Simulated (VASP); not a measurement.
Input:

```
CELL_PARAMETERS angstrom
      1.50441    -2.67667     0.00000
      1.50441     2.67667     0.00000
      0.00000     0.00000     3.17694
ATOMIC_POSITIONS crystal
  Ti 0.00000 0.00000 0.00000
  B  0.33333 0.66667 0.50000
  B  0.68954 0.35620 0.50000
```

Level of theory: PBE GGA, VASP's PBE PAW potentials (set 64) (plane waves; VASP). Settings: 300 eV cut-off, 10×10×9 Γ-centred mesh, first-order Methfessel-Paxton smearing of 0.10 eV, potentials Ti_sv B.

Q: What does the run give for the energy per atom (σ→0), largest force, band gap (on the k-mesh) with the smallest direct gap where there is one?

A: 
The band gap (on the k-mesh) is none (metal, semimetal or under 0.01 eV), the energy per atom (σ→0) comes out as -8.105 eV/atom and the largest force comes out as 1.340 eV/Å.

The compound is TiB2 in the AlB2 type structure. The cell was not relaxed at this level, atoms are displaced from their ideal sites. The run is one of a series of settings (ENCUT = 300 against the base run), some of them coarse on purpose.
